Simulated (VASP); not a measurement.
```xyz
2
Lattice="0.0000 2.8265 2.8265 2.8265 0.0000 2.8265 2.8265 2.8265 0.0000" Properties=species:S:1:pos:R:3 pbc="T T T"
S      1.4133     1.4133     1.4133
Mg     0.0000     0.0000     0.0000
```

All values below come from r2SCAN meta-GGA, VASP's PBE PAW potentials (set 64) (plane waves; VASP). Settings: 400 eV cut-off, 9×9×9 Γ-centred mesh, tetrahedra with Blöchl corrections, potentials S Mg.

Problem. Give the energies of bands 2 to 7 at the high-symmetry points, in eV from the valence-band maximum.

Solution. 
| band | Γ | X | U | L | W |
|---|---|---|---|---|---|
| 2 | 0.00 | -2.83 | -2.48 | -3.16 | -2.28 |
| 3 | 0.00 | -1.05 | -1.91 | -0.33 | -1.88 |
| 4 | 0.00 | -1.05 | -0.83 | -0.33 | -1.34 |
| 5 | 4.16 | 4.32 | 5.31 | 5.81 | 5.99 |
| 6 | 8.61 | 6.27 | 7.63 | 8.22 | 8.73 |
| 7 | 8.61 | 12.18 | 10.40 | 8.22 | 8.81 |

The gap is direct, 4.15 eV, from the valence maximum at Γ to the conduction minimum at Γ.

The structure was generated: MgS was put into the zincblende type (F-43m), which need not be its known phase. It was relaxed first.
